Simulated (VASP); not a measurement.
Wanted: the native input for a VASP 6.6.1 run.

```yaml
Task: density of states
Functional: PBE
Potentials_or_basis: VASP PAW PBE potentials, release 64 (Zn, Cd, Se, S)
Cutoff: 520 eV
k_mesh: 6 × 6 × 2
Occupations: gaussian, width 0.03 eV
Spin: no spin polarisation
k_mesh_for_the_DOS: 9 × 9 × 3
Occupations_for_the_DOS: tetrahedron
Further_INCAR_settings: ALGO = Fast; EDIFF = 1e-06
```

ZnCd3Se3S:

```xyz
8
Lattice="4.2263 0.0000 0.0000 0.0000 4.2512 0.0000 0.0000 0.0000 12.1292" Properties=species:S:1:pos:R:3 pbc="T T T"
Zn    0.0000    0.0000   12.0205
Cd    0.0000    0.0000    6.1082
Cd    2.1132    2.1256    2.8612
Cd    2.1132    2.1256    9.3495
Se    0.0000    2.1256    7.7213
Se    2.1132    0.0000    4.4768
Se    0.0000    2.1256    1.2270
S     2.1132    0.0000   10.8182
```

The cell was built by a generator and needn't be a form met in nature.

One way to write it, as run:

POSCAR

```
ZnCd3Se3S
1.0
    4.2263400000      0.0000000000      0.0000000000
    0.0000000000      4.2512300000      0.0000000000
    0.0000000000      0.0000000000     12.1291700000
Zn Cd Se S
1 3 3 1
Direct
    0.0000000000      0.0000000000      0.9910410000
    0.0000000000      0.0000000000      0.5035930000
    0.5000000000      0.5000000000      0.2358970000
    0.5000000000      0.5000000000      0.7708290000
    0.0000000000      0.5000000000      0.6365920000
    0.5000000000      0.0000000000      0.3690930000
    0.0000000000      0.5000000000      0.1011640000
    0.5000000000      0.0000000000      0.8919170000
```

INCAR.step1

```
SYSTEM = ZnCd3Se3S
ALGO     = Fast           ! electronic algorithm
EDIFF    = 1E-6           ! SCF threshold, eV
ENCUT    = 520            ! plane-wave cutoff, eV
GGA      = PE             ! functional
ISIF     = 2              ! what is computed and relaxed
ISMEAR   = 0              ! smearing method
KPAR     = 4            
LASPH    = .True.         ! aspherical terms in the spheres
LCHARG   = .True.         ! write CHGCAR
LREAL    = .False.        ! projectors in reciprocal space
LWAVE    = .False.        ! write WAVECAR
NELM     = 80             ! most SCF steps
PREC     = Accurate       ! precision mode
SIGMA    = 0.03           ! smearing width, eV
```

KPOINTS.step1

```
k-points
0
Gamma
  6 6 2
  0 0 0
```

INCAR.step2

```
SYSTEM = ZnCd3Se3S
ALGO     = Fast           ! electronic algorithm
EDIFF    = 1E-6           ! SCF threshold, eV
ENCUT    = 520            ! plane-wave cutoff, eV
GGA      = PE             ! functional
ICHARG   = 11             ! starting density
ISIF     = 2              ! what is computed and relaxed
ISMEAR   = -5             ! smearing method
KPAR     = 4            
LASPH    = .True.         ! aspherical terms in the spheres
LCHARG   = .False.        ! write CHGCAR
LORBIT   = 10             ! projections on sites
LREAL    = .False.        ! projectors in reciprocal space
LWAVE    = .False.        ! write WAVECAR
NEDOS    = 2001           ! points of the DOS
NELM     = 80             ! most SCF steps
PREC     = Accurate       ! precision mode
SIGMA    = 0.03           ! smearing width, eV
```

KPOINTS.step2

```
k-points
0
Gamma
  9 9 3
  0 0 0
```

Potentials or basis: VASP PAW PBE potentials, release 64 (Zn, Cd, Se, S).

Command:

```bash
$ cat potpaw_PBE.64/Zn/POTCAR potpaw_PBE.64/Cd/POTCAR potpaw_PBE.64/Se/POTCAR potpaw_PBE.64/S/POTCAR > POTCAR
$ cp INCAR.step1 INCAR
$ cp KPOINTS.step1 KPOINTS
$ mpirun -np 4 vasp_std > vasp.out
$ cp INCAR.step2 INCAR
$ cp KPOINTS.step2 KPOINTS
$ mpirun -np 4 vasp_std > vasp.out
```

Results of the run:

```json
{
 "Valence electrons inside the program's atomic spheres": "Zn 10.68; Cd 10.29, 10.28; Se 3.84, 3.85; S 3.70"
}
```

Run time: 120 s on 4 MPI ranks on Intel(R) Xeon(R) Platinum 8488C (Sapphire Rapids), on a shared host, peak memory 0.57 GiB a rank.
